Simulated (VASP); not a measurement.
These are r2SCAN meta-GGA, VASP's PBE PAW potentials (set 64) (plane waves; VASP) values and carry that method's errors.

A VASP calculation is set up with these files.

### POSCAR
```
CeO2
1
    3.6008645708     0.0000000542     0.0000000000
   -1.8004316914     3.1184402959    -0.0000000000
    0.0000000000    -0.0000000000     4.7927656373
Ce O
1 2
Direct
  0.0000000000   0.0000000000   0.0000000000
  0.3333330000   0.6666670000   0.1877063679
  0.6666670000   0.3333330000   0.8122936321
```

### INCAR
```
ALGO = Normal
EDIFF = 1E-6
EDIFFG = -0.02
ENCUT = 520
IBRION = 2
ISIF = 3
ISMEAR = 0
LASPH = T
LCHARG = F
LMAXMIX = 6
LMIXTAU = T
LREAL = F
LWAVE = F
METAGGA = R2SCAN
NELM = 100
NSW = 60
PREC = Accurate
SIGMA = 0.05
SYSTEM = CeO2
```

KPOINTS:
```
Automatic mesh
0
Gamma
6 6 4
0 0 0
```

POTCAR, in this order: Ce O (PBE.64 set). Program: vasp_std.

What VASP printed:

### OSZICAR
```
...
   7 F= -.53035485E+02 E0= -.53035485E+02  d E =-.505385E-03
       N       E                     dE             d eps       ncg     rms          rms(c)
DAV:   1    -0.530428535091E+02   -0.73688E-02   -0.71858E-01   816   0.129E+01    0.815E-01
DAV:   2    -0.530379575827E+02    0.48959E-02   -0.77869E-02   792   0.345E+00    0.395E-01
DAV:   3    -0.530356201707E+02    0.23374E-02   -0.16191E-02  1000   0.108E+00    0.168E-01
DAV:   4    -0.530354607437E+02    0.15943E-03   -0.28722E-03  1112   0.573E-01    0.162E-01
DAV:   5    -0.530357780780E+02   -0.31733E-03   -0.16846E-03  1144   0.447E-01    0.891E-02
DAV:   6    -0.530356883485E+02    0.89729E-04   -0.80490E-04  1176   0.279E-01    0.208E-02
DAV:   7    -0.530356216575E+02    0.66691E-04   -0.25028E-04   808   0.189E-01    0.305E-02
DAV:   8    -0.530355919557E+02    0.29702E-04   -0.25013E-04   768   0.178E-01    0.943E-03
DAV:   9    -0.530357654209E+02   -0.17347E-03   -0.48937E-05   848   0.800E-02    0.771E-03
DAV:  10    -0.530357701567E+02   -0.47358E-05   -0.96254E-06  1320   0.204E-02    0.736E-03
DAV:  11    -0.530357702208E+02   -0.64063E-07   -0.27662E-07   408   0.514E-03
   8 F= -.53035770E+02 E0= -.53035770E+02  d E =-.790200E-03
       N       E                     dE             d eps       ncg     rms          rms(c)
DAV:   1    -0.530361900135E+02   -0.41986E-03   -0.13844E-02   864   0.150E+00    0.270E-01
DAV:   2    -0.530359955943E+02    0.19442E-03   -0.14983E-03   952   0.514E-01    0.568E-02
DAV:   3    -0.530359865257E+02    0.90687E-05   -0.71641E-04  1088   0.221E-01    0.719E-02
DAV:   4    -0.530359647088E+02    0.21817E-04   -0.28467E-04  1104   0.164E-01    0.109E-02
DAV:   5    -0.530359628857E+02    0.18232E-05   -0.18636E-05  1128   0.488E-02    0.132E-02
DAV:   6    -0.530359624154E+02    0.47030E-06   -0.95849E-06  1128   0.328E-02
   9 F= -.53035962E+02 E0= -.53035962E+02  d E =-.192195E-03
       N       E                     dE             d eps       ncg     rms          rms(c)
DAV:   1    -0.530360350396E+02   -0.72154E-04   -0.19668E-03   864   0.562E-01    0.104E-01
DAV:   2    -0.530360126799E+02    0.22360E-04   -0.21588E-04   952   0.196E-01    0.221E-02
DAV:   3    -0.530360119274E+02    0.75252E-06   -0.11832E-04  1104   0.907E-02    0.311E-02
DAV:   4    -0.530360076837E+02    0.42437E-05   -0.46376E-05  1104   0.661E-02    0.334E-03
DAV:   5    -0.530360076383E+02    0.45405E-07   -0.19365E-06   576   0.168E-02
  10 F= -.53036008E+02 E0= -.53036008E+02  d E =-.237418E-03
       N       E                     dE             d eps       ncg     rms          rms(c)
DAV:   1    -0.530361684673E+02   -0.16078E-03   -0.76949E-03   864   0.112E+00    0.207E-01
DAV:   2    -0.530360660536E+02    0.10241E-03   -0.90016E-04   960   0.400E-01    0.440E-02
DAV:   3    -0.530360630270E+02    0.30265E-05   -0.51760E-04  1104   0.190E-01    0.635E-02
DAV:   4    -0.530360439172E+02    0.19110E-04   -0.19865E-04  1120   0.137E-01    0.712E-03
DAV:   5    -0.530360431368E+02    0.78041E-06   -0.90386E-06   976   0.339E-02
  11 F= -.53036043E+02 E0= -.53036043E+02  d E =-.272916E-03
       N       E                     dE             d eps       ncg     rms          rms(c)
DAV:   1    -0.530360572258E+02   -0.13309E-04   -0.96143E-04   864   0.398E-01    0.754E-02
DAV:   2    -0.530360440456E+02    0.13180E-04   -0.11420E-04   960   0.144E-01    0.168E-02
DAV:   3    -0.530360443447E+02   -0.29914E-06   -0.72915E-05  1104   0.722E-02    0.249E-02
DAV:   4    -0.530360422337E+02    0.21111E-05   -0.27252E-05  1104   0.507E-02    0.241E-03
DAV:   5    -0.530360422198E+02    0.13878E-07   -0.11835E-06   472   0.141E-02
  12 F= -.53036042E+02 E0= -.53036042E+02  d E =-.271999E-03
       N       E                     dE             d eps       ncg     rms          rms(c)
DAV:   1    -0.530361474689E+02   -0.10524E-03   -0.27231E-02   768   0.152E+00    0.551E-02
DAV:   2    -0.530361148727E+02    0.32596E-04   -0.61549E-04   872   0.275E-01    0.266E-02
DAV:   3    -0.530361495816E+02   -0.34709E-04   -0.12429E-04  1032   0.134E-01    0.331E-02
DAV:   4    -0.530361586739E+02   -0.90923E-05   -0.20274E-05  1128   0.450E-02    0.126E-02
DAV:   5    -0.530361595845E+02   -0.91057E-06   -0.12145E-05   800   0.404E-02    0.376E-03
DAV:   6    -0.530361597875E+02   -0.20308E-06   -0.90211E-06   784   0.371E-02
  13 F= -.53036160E+02 E0= -.53036160E+02  d E =-.117568E-03
       N       E                     dE             d eps       ncg     rms          rms(c)
DAV:   1    -0.530361972319E+02   -0.37647E-04   -0.55663E-02   768   0.218E+00    0.824E-02
DAV:   2    -0.530361610935E+02    0.36138E-04   -0.12981E-03   880   0.398E-01    0.369E-02
DAV:   3    -0.530362401098E+02   -0.79016E-04   -0.26405E-04  1088   0.192E-01    0.513E-02
DAV:   4    -0.530362408631E+02   -0.75334E-06   -0.41204E-05  1152   0.630E-02    0.205E-02
DAV:   5    -0.530362443984E+02   -0.35353E-05   -0.23859E-05   784   0.572E-02    0.570E-03
DAV:   6    -0.530362438372E+02    0.56125E-06   -0.17490E-05   784   0.513E-02    0.147E-03
DAV:   7    -0.530362557734E+02   -0.11936E-04   -0.67223E-06   800   0.319E-02    0.182E-03
DAV:   8    -0.530362559659E+02   -0.19251E-06   -0.16041E-07   416   0.430E-03
  14 F= -.53036256E+02 E0= -.53036256E+02  d E =-.213746E-03
       N       E                     dE             d eps       ncg     rms          rms(c)
DAV:   1    -0.530359393183E+02    0.31646E-03   -0.22247E-01   768   0.436E+00    0.160E-01
DAV:   2    -0.530356389261E+02    0.30039E-03   -0.50954E-03   856   0.793E-01    0.747E-02
DAV:   3    -0.530360565370E+02   -0.41761E-03   -0.10844E-03  1088   0.392E-01    0.102E-01
DAV:   4    -0.530360685402E+02   -0.12003E-04   -0.15723E-04  1136   0.124E-01    0.421E-02
DAV:   5    -0.530360760062E+02   -0.74660E-05   -0.10076E-04   792   0.118E-01    0.115E-02
DAV:   6    -0.530360793994E+02   -0.33932E-05   -0.74846E-05   784   0.107E-01    0.294E-03
DAV:   7    -0.530361291556E+02   -0.49756E-04   -0.26930E-05   784   0.640E-02    0.354E-03
DAV:   8    -0.530361303105E+02   -0.11550E-05   -0.74086E-07   536   0.851E-03    0.401E-03
DAV:   9    -0.530361307065E+02   -0.39596E-06   -0.14819E-07   416   0.485E-03
  15 F= -.53036131E+02 E0= -.53036131E+02  d E =-.884867E-04
       N       E                     dE             d eps       ncg     rms          rms(c)
DAV:   1    -0.530361357472E+02   -0.54367E-05   -0.13447E-01   768   0.339E+00    0.132E-01
DAV:   2    -0.530360343610E+02    0.10139E-03   -0.30741E-03   864   0.614E-01    0.602E-02
DAV:   3    -0.530361594716E+02   -0.12511E-03   -0.58539E-04   944   0.295E-01    0.694E-02
DAV:   4    -0.530362338177E+02   -0.74346E-04   -0.10314E-04  1168   0.103E-01    0.239E-02
DAV:   5    -0.530362409195E+02   -0.71017E-05   -0.47751E-05   784   0.787E-02    0.733E-03
DAV:   6    -0.530362428341E+02   -0.19147E-05   -0.31951E-05   768   0.685E-02    0.252E-03
DAV:   7    -0.530362621593E+02   -0.19325E-04   -0.12225E-05   768   0.426E-02    0.193E-03
DAV:   8    -0.530362644857E+02   -0.23264E-05   -0.61989E-07   432   0.899E-03    0.320E-03
DAV:   9    -0.530362646146E+02   -0.12882E-06   -0.26171E-07   392   0.587E-03
  16 F= -.53036265E+02 E0= -.53036265E+02  d E =-.222395E-03
       N       E                     dE             d eps       ncg     rms          rms(c)
DAV:   1    -0.530363637073E+02   -0.99222E-04   -0.65046E-03   928   0.139E+00    0.186E-01
DAV:   2    -0.530363162542E+02    0.47453E-04   -0.52587E-04   872   0.275E-01    0.677E-02
DAV:   3    -0.530362923695E+02    0.23885E-04   -0.15822E-04   856   0.108E-01    0.266E-02
DAV:   4    -0.530363024299E+02   -0.10060E-04   -0.40230E-05  1176   0.700E-02    0.817E-03
DAV:   5    -0.530363020099E+02    0.41997E-06   -0.80044E-06   832   0.306E-02
  17 F= -.53036302E+02 E0= -.53036302E+02  d E =-.373953E-04
```

**OUTCAR**
```
------------------------ aborting loop because EDIFF is reached ----------------------------------------
  FORCE on cell =-STRESS in cart. coord.  units (eV):
  Direction    XX          YY          ZZ          XY          YZ          ZX
  --------------------------------------------------------------------------------------
  Total       -0.0141571     -0.0141571     -0.0589571     -0.0000000      0.0000000      0.0000000
  in kB       -0.4286083     -0.4286083     -1.7849314     -0.0000001      0.0000000      0.0000000
  external PRESSURE =      -0.8807160 kB  Pullay stress =       0.0000000 kB
  volume of cell :       52.92
      direct lattice vectors                 reciprocal lattice vectors
     3.601413973  0.000000054 -0.000000000     0.277668715  0.160312049  0.000000000
    -1.800706392  3.118916092  0.000000000    -0.000000005  0.320624205 -0.000000000
    -0.000000000  0.000000000  4.711382449     0.000000000 -0.000000000  0.212251926
 POSITION                                       TOTAL-FORCE (eV/Angst)
 -----------------------------------------------------------------------------------
      0.00000      0.00000      0.00000         0.000000     -0.000000      0.000000
     -0.00000      2.07928      0.90071        -0.000000     -0.000000      0.000704
      1.80071      1.03964      3.81068         0.000000      0.000000     -0.000704
 -----------------------------------------------------------------------------------
    total drift:                                0.000000      0.000000      0.000000
  FREE ENERGIE OF THE ION-ELECTRON SYSTEM (eV)
  ---------------------------------------------------
  free  energy   TOTEN  =       -53.0363020099 eV

  energy  without entropy=      -53.0363020099  energy(sigma->0) =      -53.03630201

 reached required accuracy - stopping structural energy minimisation
```
(Selected blocks of OUTCAR.)

**CONTCAR**
```
CeO2
   1.00000000000000
     3.6014139728847638    0.0000000543033968   -0.0000000000000001
    -1.8007063922693693    3.1189160920634844    0.0000000000000001
    -0.0000000000000002    0.0000000000000001    4.7113824491375382
  Ce              O
     1     2
Direct
     0.0000000000000000    0.0000000000000000    0.0000000000000000
     0.3333330000000032    0.6666669999999968    0.1911768079874626
     0.6666669999999968    0.3333330000000032    0.8088231920125375
```

File OUTCAR:
```
 val. band max:        1.7483278698   @ k =   0.3333   0.0000   0.5000

 cond. band min:       4.3233213545   @ k =   0.0000   0.0000   0.5000


 Fermi energy:         2.0034903041

 k-point     1 :       0.0000    0.0000    0.0000
  band No.  band energies     occupation
      1     -31.5178      2.00000
      2     -16.1588      2.00000
      3     -14.7518      2.00000
      4     -13.0899      2.00000
      5     -13.0899      2.00000
      6     -11.4212      2.00000
      7      -1.3253      2.00000
      8      -1.3253      2.00000
      9      -0.6691      2.00000
     10       1.2885      2.00000
     11       1.3966      2.00000
     12       1.3966      2.00000
     13       4.3870      0.00000
     14       4.6017      0.00000
     15       4.6017      0.00000
     16       4.9795      0.00000

 k-point     2 :       0.1667    0.0000    0.0000
  band No.  band energies     occupation
      1     -31.4503      2.00000
      2     -16.0681      2.00000
      3     -15.7810      2.00000
      4     -13.2117      2.00000
      5     -12.2049      2.00000
      6     -11.6546      2.00000
      7      -0.9668      2.00000
      8      -0.7564      2.00000
      9      -0.3864      2.00000
     10       0.9963      2.00000
     11       1.3462      2.00000
     12       1.3986      2.00000
     13       4.4276      0.00000
     14       4.5873      0.00000
     15       4.6322      0.00000
     16       4.9391      0.00000

 k-point     3 :       0.3333    0.0000    0.0000
  band No.  band energies     occupation
      1     -31.3093      2.00000
      2     -17.1636      2.00000
      3     -15.4165      2.00000
      4     -13.4410      2.00000
      5     -12.9839      2.00000
      6     -10.6334      2.00000
      7      -0.4569      2.00000
      8      -0.2937      2.00000
      9       0.5383      2.00000
     10       0.8393      2.00000
     11       1.4488      2.00000
     12       1.4617      2.00000
     13       4.5047      0.00000
...
```

The structure was generated: CeO2 was put into the CdI2 type (P-3m1), which need not be its known phase. This run relaxes it. Symmetry was kept, so distortions that lower it aren't found. The start is the result of an earlier pass. The run is not spin-polarised, so no magnetic state was tried.
